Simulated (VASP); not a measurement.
Given:

```xyz
8
Lattice="3.8500 0.0000 0.0000 0.0000 3.8500 0.0000 0.0000 0.0000 25.6048" Properties=species:S:1:pos:R:3 pbc="T T T"
Ag     0.0000     1.9250     8.7189
Ag     1.9250     0.0000    11.4412
Ag     0.0000     1.9250    14.1636
Ag     1.9250     0.0000    16.8859
Cl     0.0000     1.9250    11.4412
Cl     1.9250     0.0000     8.7189
Cl     0.0000     1.9250    16.8859
Cl     1.9250     0.0000    14.1636
```

Computed with PBEsol GGA, VASP's PBE PAW potentials (set 64) (plane waves; VASP). Settings: PREC = Normal, EDIFF = 1E-5, 400 eV cut-off, 5×5×1 Γ-centred mesh, Gaussian smearing of 0.050 eV, potentials Ag Cl.

The ions are relaxed. Predict the relaxed structure.

```xyz
8
Lattice="3.8500 0.0000 0.0000 0.0000 3.8500 0.0000 0.0000 0.0000 25.6048" Properties=species:S:1:pos:R:3 pbc="T T T"
Ag     0.0000     1.9250     8.8317
Ag     1.9250     0.0000    11.3415
Ag     3.8500     1.9250    14.2633
Ag     1.9250     0.0000    16.7732
Cl     3.8500     1.9250    11.5013
Cl     1.9250     0.0000     8.6210
Cl     0.0000     1.9250    16.9839
Cl     1.9250     0.0000    14.1035
```

How much energy does the relaxation gain?

The energy (σ→0) changes by -5.3 meV/atom, in 10 ionic steps.

| step | E(σ→0) (eV) | max force (eV/Å) | pressure (GPa) | volume (Å³) |
|---|---|---|---|---|
| 1 | -23.8416 | 0.195 | -0.67 | 379.53 |
| 2 | -23.8482 | 0.166 | -0.68 | 379.53 |
| 3 | -23.8624 | 0.089 | -0.70 | 379.53 |
| 4 | -23.8664 | 0.150 | -0.71 | 379.53 |
| 5 | -23.8687 | 0.123 | -0.70 | 379.53 |
| 6 | -23.8733 | 0.110 | -0.70 | 379.53 |
| 7 | -23.8817 | 0.055 | -0.74 | 379.53 |
| 8 | -23.8737 | 0.157 | -0.82 | 379.53 |
| 9 | -23.8828 | 0.048 | -0.75 | 379.53 |
| 10 | -23.8838 | 0.009 | -0.72 | 379.53 |

The cell is a thin slab with vacuum, built from AgCl (rock salt): (100) face.
